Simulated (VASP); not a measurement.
Given:

```
CELL_PARAMETERS angstrom
      0.00000     2.30782     2.30782
      2.30782     0.00000     2.30782
      2.30782     2.30782     0.00000
ATOMIC_POSITIONS crystal
  B  0.00000 0.00000 0.00000
  P  0.25000 0.25000 0.25000
```

Computed with r2SCAN+rVV10, VASP's PBE PAW potentials (set 64) (plane waves; VASP). Settings: 520 eV cut-off, 10×10×10 Γ-centred mesh, Gaussian smearing of 0.050 eV, potentials B P.

Question: What does the run give for the energy per atom (σ→0), pressure?

Answer: 
energy per atom (σ→0): -8.593 eV/atom
pressure: -8.99 GPa

Total energies compare only between runs with the same potentials, cut-off and functional.

The compound is BP in the zinc blende structure. This cell is one point of a volume scan, at 1.06 of the reference volume.
